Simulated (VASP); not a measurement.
VASP input:

**KPOINTS**
```
Automatic
0
G
14 14 14
```

INCAR:
```
SYSTEM = NbC
PREC = Accurate
ENCUT = 620
EDIFF = 1E-6
NELM = 100
ALGO = Normal
LREAL = .FALSE.
LASPH = .TRUE.
ISMEAR = 1
SIGMA = 0.1
GGA = PE
LMAXMIX = 4
LWAVE = .FALSE.
LCHARG = .FALSE.
IBRION = 2
ISIF = 3
NSW = 40
EDIFFG = -0.02
PSTRESS = 50
```

File POSCAR:
```
NbC
1.0
  0.0000000000   2.2413057009   2.2413057009
  2.2413057009   0.0000000000   2.2413057009
  2.2413057009   2.2413057009   0.0000000000
Nb C
1 1
Direct
  0.0000000000   0.0000000000   0.0000000000
  0.5000000000   0.5000000000   0.5000000000
```

POTCAR, in this order: Nb_sv C (PBE.64 set). Program: vasp_std.

### Question
Translate this PBE calculation to Quantum ESPRESSO's pw.x.

### Answer
One equivalent input (not run):
```
&CONTROL
  calculation = 'vc-relax'
  pseudo_dir = './pseudo'
  outdir = './out'
  tprnfor = .true.
  tstress = .true.
  nstep = 40
  forc_conv_thr = 0.00078
/
&SYSTEM
  ibrav = 0
  nat = 2
  ntyp = 2
  ecutwfc = 82
  occupations = 'smearing'
  smearing = 'methfessel-paxton'
  degauss = 0.00735
  input_dft = 'pbe'
/
&ELECTRONS
  conv_thr = 7.3e-08
  electron_maxstep = 100
/
&IONS
/
&CELL
  press = 50
/
ATOMIC_SPECIES
  Nb 92.906 Nb.upf
  C 12.011 C.upf
CELL_PARAMETERS angstrom
     0.0000000    2.2413057    2.2413057
     2.2413057    0.0000000    2.2413057
     2.2413057    2.2413057    0.0000000
ATOMIC_POSITIONS crystal
  Nb   0.0000000  0.0000000  0.0000000
  C    0.5000000  0.5000000  0.5000000
K_POINTS automatic
  14 14 14 0 0 0
```
Limits of the translation: the potentials are each code's own (VASP's PAW set, PseudoDojo norm-conserving files in pw.x), so ENCUT and ecutwfc are chosen apart and not converted; conv_thr bounds pw.x's estimated SCF error, while EDIFF bounds the energy change between steps; forc_conv_thr acts on force components and is met together with etot_conv_thr.

The compound is NbC in the rock salt structure. This run relaxes it under an external pressure of 5 GPa. Symmetry was kept, so distortions that lower it aren't found.
